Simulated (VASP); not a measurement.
Runs of VASP 6.6.1 on TePb (lda). Symmetry: Fm-3m, No. 225, cubic system. Conventional cell: a = 6.381 Å, b = 6.381 Å, c = 6.381 Å, α = 90.00°, β = 90.00°, γ = 90.00°. Te (site symmetry m-3m) is surrounded by 6 Pb at 3.19 Å. Pb (site symmetry m-3m) is surrounded by 6 Te at 3.19 Å. 

```csv
task,cell,k mesh,cutoff (eV),gap on the mesh (eV),pressure (GPa),relaxed volume (Å³/atom)
single point,"Fm-3m, 32.47 Å³/atom",8 × 8 × 8,520,0.55,0.1,-
relaxation of cell and atoms,relaxed,10 × 10 × 10,600,0.56,0.0,32.52
relaxation of cell and atoms,relaxed,8 × 8 × 8,600,0.56,0.0,(a)
single point,"Fm-3m, 32.47 Å³/atom",10 × 10 × 10,520,0.55,0.1,-
```

Alike in all rows: level LDA; potentials or basis VASP PAW LDA potentials, release 64 (Te, Pb_d); no spin polarisation; smearing gaussian 0.02 eV.

**Question.** Fill in the values left out.

**Answer.** (a) 32.55.

Caveats: spin-orbit coupling is left out, which as a rule narrows the gap of such compounds by several tenths of an eV.

A k mesh can miss the band edges, and the runs leave out spin-orbit coupling on Pb, Te.
